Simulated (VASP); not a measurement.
```
Gd
1.0
    1.81500    -3.14367     0.00000
    1.81500     3.14367     0.00000
    0.00000     0.00000     5.78000
Gd
2
Direct
  0.33333   0.66667   0.25000
  0.66667   0.33333   0.75000
```

The base run (VASP): PBE GGA, plane waves, VASP's PBE PAW potentials (set 64). Run with 400 eV cut-off, 10×10×6 Γ-centred mesh, first-order Methfessel-Paxton smearing of 0.10 eV, potentials Gd_3.

The 4f electrons are frozen in the core of the lanthanide potential, so 4f levels, which can set the real gap, and their magnetism are missing.

The base run took about 40 core-seconds. Times come from single runs on busy shared machines, so they are rough: good to a factor of about 2.

Pressures at a finite cut-off, here 400 eV, hold a Pulay part, which wasn't tested here.

```tsv
setting	cost over the base run	electronic steps	pressure (GPa)
base run	reference	12	-0.03
IVDW = 12	within a factor of 2	12	-2.25
GGA = AM	within a factor of 2	11	-1.87
IVDW = 11	within a factor of 2	12	-2.07
GGA = RE	within a factor of 2	12	1.22
AGGAC = 0.0, GGA = BO, LUSE_VDW = .TRUE., PARAM1 = 0.1833333333, PARAM2 = 0.22	within a factor of 2	12	-1.39
GGA removed, LMIXTAU = .TRUE., METAGGA = SCAN	?	?	?
```

Q: Complete the blanks.

A: 
- GGA removed, LMIXTAU = .TRUE., METAGGA = SCAN, cost over the base run: about 10 times
- GGA removed, LMIXTAU = .TRUE., METAGGA = SCAN, electronic steps: 28
- GGA removed, LMIXTAU = .TRUE., METAGGA = SCAN, pressure (GPa): -1.40

Left out are runs that failed, have no time on record or changed the cell.

The compound is Gd in the hcp structure. The cell was not relaxed at this level.
